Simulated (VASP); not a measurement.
Given:

```
CELL_PARAMETERS angstrom
      0.00000     1.77515     1.77515
      1.77515     0.00000     1.77515
      1.77515     1.77515     0.00000
ATOMIC_POSITIONS crystal
  B  0.00000 0.00000 0.00000
  N  0.25000 0.25000 0.25000
```

The numbers are results of optB88-vdW, VASP's PBE PAW potentials (set 64) (plane waves; VASP), not measurements. Run with 520 eV cut-off, 12×12×12 Γ-centred mesh, Gaussian smearing of 0.050 eV, potentials B N.

Q: What does the run give for the energy per atom (σ→0), pressure, band gap (on the k-mesh) with the smallest direct gap where there is one?

A: 
```json
{
  "band gap (on the k-mesh)": "4.77 eV",
  "smallest direct gap (on the k-mesh)": "9.18 eV",
  "energy per atom (σ→0)": "-7.725 eV/atom",
  "pressure": "259.5 kbar"
}
```

Only differences to runs with the same potentials and settings are physical.

The compound is BN in the zinc blende structure. This cell is one point of a volume scan, at 0.94 of the reference volume.
